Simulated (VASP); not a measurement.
Here is the system:

```yaml
crystal:
  lattice:
    - [0.00000, 2.54386, 2.54386]
    - [2.54386, 0.00000, 2.54386]
    - [2.54386, 2.54386, 0.00000]
  atoms:
    - { symbol: Be, position: [0.00000, 0.00000, 0.00000] }
    - { symbol: Se, position: [0.25000, 0.25000, 0.25000] }
```

The numbers are results of LDA (Ceperley-Alder, Perdew-Zunger), VASP's LDA PAW potentials (set 64) (plane waves; VASP), not measurements. Numerical set-up: 520 eV cut-off, 10×10×10 Γ-centred mesh, tetrahedra with Blöchl corrections, potentials Be Se.

Question: What does the run give for the energy per atom (σ→0), band gap (on the k-mesh) with the smallest direct gap where there is one?

Answer: 
band gap (on the k-mesh): 2.40 eV
smallest direct gap (on the k-mesh): 4.44 eV
energy per atom (σ→0): -5.005 eV/atom

Total energies compare only between runs with the same potentials, cut-off and functional.

The compound is BeSe in the zinc blende structure. It was relaxed first.
